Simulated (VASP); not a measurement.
Calculation: PBEsol GGA, VASP's PBE PAW potentials (set 64) (plane waves; VASP).

Input for VASP

INCAR:
```
SYSTEM=Ba3ZnN2O
PREC=Accurate; ENCUT=400; LREAL=.False.
LASPH=.True.
EDIFF=1E-6; NELM=100; ALGO=Normal
LMAXMIX=4
ISMEAR=-1; SIGMA=0.02
GGA=PS
ISIF=2
LWAVE=.False.; LCHARG=.False.
```

### POSCAR
```
Ba3ZnN2O
1
    4.0908430000     0.0000000000     0.0000000000
    0.0000000000     4.0908430000     0.0000000000
    0.0000000000     0.0000000000     9.1608720000
Ba Zn N O
3 1 2 1
Direct
  0.0030360000   0.0133000000   0.2151150000
  0.0065220000  -0.0138650000   0.7805430000
  0.5002970000   0.5003320000   0.5014530000
  0.5017580000   0.4824360000  -0.0022560000
  0.4944920000   0.4927770000   0.8043950000
  0.5027230000   0.5162050000   0.1991180000
 -0.0088280000   0.0088160000   0.5016320000
```

KPOINTS:
```
Automatic mesh
0
G
 6 6 3
```

POTCAR, in this order: Ba_sv Zn N O (PBE.64 set). Program: vasp_std.

What VASP printed:

**OUTCAR**
```
 ion  position               nearest neighbor table
   1  0.003  0.013  0.215-   7 2.63   6 2.89   6 2.89   6 2.90   6 2.91   4 3.44   4 3.44   4 3.58
                             4 3.59   3 3.87   3 3.88   3 3.93   3 3.94   2 3.98
   2  0.007  0.986  0.781-   7 2.56   5 2.85   5 2.89   5 2.92   5 2.95   4 3.49   4 3.51   4 3.51
                             4 3.53   3 3.82   3 3.84   3 3.88   3 3.91   1 3.98
   3  0.500  0.500  0.501-   6 2.77   5 2.78   7 2.84   7 2.89   7 2.89   7 2.94   2 3.82   2 3.84
                             1 3.87   2 3.88   1 3.88   2 3.91   1 3.93   1 3.94
   4  0.502  0.482  0.998-   5 1.77   6 1.85   1 3.44   1 3.44   2 3.49   2 3.51   2 3.51   2 3.53
                             1 3.58   1 3.59
   5  0.494  0.493  0.804-   4 1.77   3 2.78   2 2.85   2 2.89   2 2.92   2 2.95
   6  0.503  0.516  0.199-   4 1.85   3 2.77   1 2.89   1 2.89   1 2.90   1 2.91
   7  0.991  0.009  0.502-   2 2.56   1 2.63   3 2.84   3 2.89   3 2.89   3 2.94
  LATTYP: Found a simple tetragonal cell.
 ALAT       =     4.0908430000
 C/A-ratio  =     2.2393604448
 Subroutine PRICEL returns:
 Original cell was already a primitive cell.
 Subroutine GETGRP returns: Found  1 space group operations
The static configuration has the point symmetry C_1 .
The dynamic configuration has the point symmetry C_1 .
 Subroutine INISYM returns: Found  1 space group operations
 Subroutine IBZKPT returns following result:
 Found     56 irreducible k-points:

 Following reciprocal coordinates:
            Coordinates               Weight
  0.000000  0.000000  0.000000      1.000000
  0.166667  0.000000  0.000000      2.000000
  0.000000  0.166667  0.000000      2.000000
  0.333333  0.000000  0.000000      2.000000
  0.000000  0.333333  0.000000      2.000000
  0.500000  0.000000  0.000000      1.000000
  0.000000  0.500000  0.000000      1.000000
  0.166667  0.166667  0.000000      2.000000
 -0.166667  0.166667  0.000000      2.000000
  0.333333  0.166667  0.000000      2.000000
 -0.166667  0.333333  0.000000      2.000000
 -0.333333  0.166667  0.000000      2.000000
  0.166667  0.333333  0.000000      2.000000
  0.500000  0.166667  0.000000      2.000000
 -0.166667  0.500000  0.000000      2.000000
  0.333333  0.333333  0.000000      2.000000
 -0.333333  0.333333  0.000000      2.000000
  0.500000  0.333333  0.000000      2.000000
 -0.333333  0.500000  0.000000      2.000000
  0.500000  0.500000  0.000000      1.000000
  0.000000  0.000000  0.333333      2.000000
  0.166667  0.000000  0.333333      2.000000
  0.000000  0.166667  0.333333      2.000000
 -0.166667  0.000000  0.333333      2.000000
  0.000000 -0.166667  0.333333      2.000000
  0.333333  0.000000  0.333333      2.000000
  0.000000  0.333333  0.333333      2.000000
 -0.333333  0.000000  0.333333      2.000000
  0.000000 -0.333333  0.333333      2.000000
  0.500000  0.000000  0.333333      2.000000
  0.000000  0.500000  0.333333      2.000000
  0.166667  0.166667  0.333333      2.000000
 -0.166667  0.166667  0.333333      2.000000
 -0.166667 -0.166667  0.333333      2.000000
  0.166667 -0.166667  0.333333      2.000000
  0.333333  0.166667  0.333333      2.000000
 -0.166667  0.333333  0.333333      2.000000
 -0.333333 -0.166667  0.333333      2.000000
  0.166667 -0.333333  0.333333      2.000000
 -0.333333  0.166667 -0.333333      2.000000
   k-points           NKPTS =     56   k-points in BZ     NKDIM =     56   number of bands    NBANDS=     34
   number of dos      NEDOS =    301   number of ions     NIONS =      7
   total plane-waves  NPLWV =  47040
   dimension x,y,z NGX =    28 NGY =   28 NGZ =   60
   dimension x,y,z NGXF=    56 NGYF=   56 NGZF=  120
   ions per type =               3   1   2   1
   PREC   = accura    normal or accurate (medium, high low for compatibility)
   ISTART =      0    job   : 0-new  1-cont  2-samecut
   ICHARG =      2    charge: 1-file 2-atom 10-const
...
```

OSZICAR:
```
       N       E                     dE             d eps       ncg     rms          rms(c)
DAV:   1     0.468053933345E+03    0.46805E+03   -0.23562E+04  3808   0.138E+03
DAV:   2     0.860550284944E+01   -0.45945E+03   -0.44774E+03  4720   0.346E+02
DAV:   3    -0.447166674895E+02   -0.53322E+02   -0.52672E+02  4734   0.127E+02
DAV:   4    -0.469838065661E+02   -0.22671E+01   -0.22614E+01  5352   0.245E+01
DAV:   5    -0.470593449697E+02   -0.75538E-01   -0.75508E-01  5354   0.421E+00    0.185E+01
DAV:   6    -0.379480723721E+02    0.91113E+01   -0.65962E+01  5762   0.938E+01    0.109E+01
DAV:   7    -0.379495176097E+02   -0.14452E-02   -0.12294E+01  4436   0.198E+01    0.635E+00
DAV:   8    -0.378762267517E+02    0.73291E-01   -0.28110E+00  4360   0.706E+00    0.247E+00
DAV:   9    -0.377800215361E+02    0.96205E-01   -0.57697E-01  4968   0.335E+00    0.120E+00
DAV:  10    -0.377766717198E+02    0.33498E-02   -0.85327E-02  4622   0.119E+00    0.672E-01
DAV:  11    -0.377778999837E+02   -0.12283E-02   -0.10937E-02  4684   0.562E-01    0.326E-01
DAV:  12    -0.377777484127E+02    0.15157E-03   -0.39192E-03  5056   0.268E-01    0.100E-01
DAV:  13    -0.377776741019E+02    0.74311E-04   -0.13147E-03  4738   0.150E-01    0.318E-02
DAV:  14    -0.377776966283E+02   -0.22526E-04   -0.10538E-04  4552   0.667E-02    0.164E-02
DAV:  15    -0.377777020202E+02   -0.53919E-05   -0.17411E-05  5038   0.297E-02    0.102E-02
DAV:  16    -0.377777037226E+02   -0.17024E-05   -0.37277E-06  3276   0.952E-03    0.445E-03
DAV:  17    -0.377777040872E+02   -0.36462E-06   -0.11924E-06  2830   0.680E-03
   1 F= -.37777704E+02 E0= -.37777704E+02  d E =-.106805E-06
```

OUTCAR:
```
------------------------ aborting loop because EDIFF is reached ----------------------------------------
  FORCE on cell =-STRESS in cart. coord.  units (eV):
  Direction    XX          YY          ZZ          XY          YZ          ZX
  --------------------------------------------------------------------------------------
  Total       -1.9732004     -2.0469459     -0.5037324     -0.0292577      0.1600030      0.0270197
  in kB      -20.6214566    -21.3921535     -5.2643901     -0.3057652      1.6721545      0.2823767
  external PRESSURE =     -15.7593334 kB  Pullay stress =       0.0000000 kB
  volume of cell :      153.31
      direct lattice vectors                 reciprocal lattice vectors
     4.090843000  0.000000000  0.000000000     0.244448394  0.000000000  0.000000000
     0.000000000  4.090843000  0.000000000     0.000000000  0.244448394  0.000000000
     0.000000000  0.000000000  9.160872000     0.000000000  0.000000000  0.109159914
 POSITION                                       TOTAL-FORCE (eV/Angst)
 -----------------------------------------------------------------------------------
      0.01242      0.05441      1.97064        -0.032581     -0.150634      0.071621
      0.02668      4.03412      7.15045        -0.077548      0.063919      0.175052
      2.04664      2.04678      4.59375         0.045116      0.008482     -0.214178
      2.05261      1.97357      9.14021        -0.000968      0.396386      1.295332
      2.02289      2.01587      7.36896         0.027007     -0.125851     -1.095074
      2.05656      2.11171      1.82409         0.015984     -0.182434     -0.157297
      4.05473      0.03606      4.59539         0.022989     -0.009868     -0.075456
 -----------------------------------------------------------------------------------
    total drift:                               -0.000555     -0.000331      0.001386
  FREE ENERGIE OF THE ION-ELECTRON SYSTEM (eV)
  ---------------------------------------------------
  free  energy   TOTEN  =       -37.7777040872 eV

  energy  without entropy=      -37.7777039804  energy(sigma->0) =      -37.77770403
```
(Selected blocks of OUTCAR.)

At this cut-off the stress carries a Pulay error, which pulls relaxed volumes low.

The structure comes from a computed database's Ba3ZnN2O entry; how it stands against other phases isn't given here. The cell was not relaxed at this level, atoms are displaced from their ideal sites.
